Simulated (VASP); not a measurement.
```yaml
crystal:
  lattice:
    - [0.00000, 2.61163, 2.61163]
    - [2.61163, 0.00000, 2.61163]
    - [2.61163, 2.61163, 0.00000]
  atoms:
    - { symbol: Mg, position: [0.00000, 0.00000, 0.00000] }
    - { symbol: S, position: [0.50000, 0.50000, 0.50000] }
```

Method: PBE GGA, VASP's PBE PAW potentials (set 64) (plane waves; VASP). Settings: 400 eV cut-off, 9×9×9 Γ-centred mesh, Gaussian smearing of 0.010 eV, potentials Mg S.

Problem. Give the electronic dielectric tensor ε∞ (DFPT, local fields included).

Solution. 
```
5.39  0.00  0.00
0.00  5.39  0.00
0.00  0.00  5.39
```

Problem. Give the Born effective charges.

Solution. 
```csv
atom,Z*xx,Z*yy,Z*zz,mean
Mg1,2.34,2.34,2.34,2.34
S2,-2.34,-2.34,-2.34,-2.34
```

Problem. And the static tensor with the ions free?

Solution. 
```
16.0  0.00  0.00
0.00  16.0  0.00
0.00  0.00  16.0
```

Problem. Which frequencies do the optical Γ-point modes have (no LO-TO splitting)?

Solution. 226 (×3) cm⁻¹.

The compound is MgS in the rock salt structure. It was relaxed first.
